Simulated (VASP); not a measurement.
Input:

```yaml
crystal:
  lattice:
    - [2.84624, 0.00000, 0.00000]
    - [0.00000, 2.84624, 0.00000]
    - [0.00000, 0.00000, 3.54408]
  atoms:
    - { symbol: Cu, position: [0.00000, 0.00000, 0.00000] }
    - { symbol: Au, position: [0.50000, 0.50000, 0.50000] }
```

Calculation: vdW-DF-cx, VASP's PBE PAW potentials (set 64) (plane waves; VASP). Settings: 520 eV cut-off, Gaussian smearing of 0.050 eV, potentials Cu Au.

Question: Give the energies of bands 1 to 14 at the high-symmetry points, in eV from the Fermi level.

Answer: 
| band | Γ | X | M | Z | R | A |
|---|---|---|---|---|---|---|
| 1 | -9.95 | -6.86 | -7.22 | -7.92 | -7.08 | -6.60 |
| 2 | -6.65 | -5.48 | -5.86 | -6.31 | -6.72 | -5.88 |
| 3 | -6.53 | -5.46 | -5.86 | -5.87 | -4.72 | -5.88 |
| 4 | -4.22 | -4.73 | -5.86 | -3.92 | -4.38 | -3.60 |
| 5 | -4.22 | -4.23 | -1.89 | -3.92 | -3.91 | -3.33 |
| 6 | -3.27 | -3.41 | -1.87 | -3.45 | -2.71 | -3.33 |
| 7 | -2.82 | -3.08 | -1.82 | -3.29 | -2.03 | -3.14 |
| 8 | -2.15 | -3.08 | -1.80 | -2.94 | -1.87 | -2.21 |
| 9 | -1.76 | -2.55 | -1.39 | -2.49 | -1.61 | -1.88 |
| 10 | -1.54 | -2.33 | -1.39 | -2.49 | -1.55 | -1.79 |
| 11 | -1.54 | -1.08 | 0.29 | -2.33 | -1.11 | 5.09 |
| 12 | 2.80 | -0.46 | 0.29 | -2.14 | -1.11 | 5.48 |
| 13 | 9.03 | 10.07 | 4.65 | 14.05 | 2.58 | 5.48 |
| 14 | 9.36 | 10.09 | 6.58 | 14.30 | 4.56 | 5.74 |

It has no gap at this level: it comes out as a metal or semimetal.

The compound is CuAu in the L1_0 structure. It was relaxed first.
